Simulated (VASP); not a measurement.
The system is MoS2.

```
Mo S
1.0
     3.16900    0.00000    0.00000
    -1.58450    2.74443    0.00000
     0.00000    0.00000   12.32400
Mo S
2 4
Direct
  0.33333 0.66667 0.25000
  0.66667 0.33333 0.75000
  0.33333 0.66667 0.62300
  0.66667 0.33333 0.12300
  0.33333 0.66667 0.87700
  0.66667 0.33333 0.37700
```

| Quantity | Value |
| --- | --- |
| Program | VASP 6.6.1 |
| Task | relaxation of cell and atoms |
| Functional | PBE |
| Dispersion | D3(BJ) |
| Potentials or basis | VASP PAW PBE potentials, release 64 (Mo_sv, S) |
| Cutoff | 600 eV |
| k mesh | 12 × 12 × 3 |
| Occupations | gaussian, width 0.03 eV |
| Spin | no spin polarisation |

At the start: pressure -2.1 GPa; volume 17.86 Å³/atom.

**Question.** How do energy, volume and symmetry change on relaxing?

**Answer.** Over 11 steps the energy falls by 2.8 meV/atom and the volume is 17.30 Å³/atom (-3.2 %); space group P6_3/mmc (No. 194, to 0.05 Å).

Step by step:
```csv
step,energy change (eV),largest force (eV/Å),pressure (GPa),volume (Å³)
1,0.0000,0.0753,-2.05,107.18
2,0.0163,0.5260,3.47,103.67
3,-0.0088,0.1417,-0.09,105.86
4,-0.0114,0.0580,-0.06,105.44
5,-0.0115,0.0366,-0.07,105.33
6,-0.0130,0.0355,-0.03,105.08
7,-0.0160,0.0313,0.07,104.31
8,-0.0149,0.0206,0.41,102.76
9,-0.0168,0.0313,0.21,103.72
10,-0.0145,0.1359,-1.02,104.15
11,-0.0169,0.0015,-0.01,103.80
```

Final structure:
```yaml
crystal:
  lattice:
    - [3.14878, 0.00000, 0.00000]
    - [-1.57439, 2.72692, 0.00000]
    - [0.00000, 0.00000, 12.08852]
  atoms:
    - { symbol: Mo, position: [0.33333, 0.66667, 0.25000] }
    - { symbol: Mo, position: [0.66667, 0.33333, 0.75000] }
    - { symbol: S, position: [0.33333, 0.66667, 0.62053] }
    - { symbol: S, position: [0.66667, 0.33333, 0.12053] }
    - { symbol: S, position: [0.33333, 0.66667, 0.87947] }
    - { symbol: S, position: [0.66667, 0.33333, 0.37947] }
```
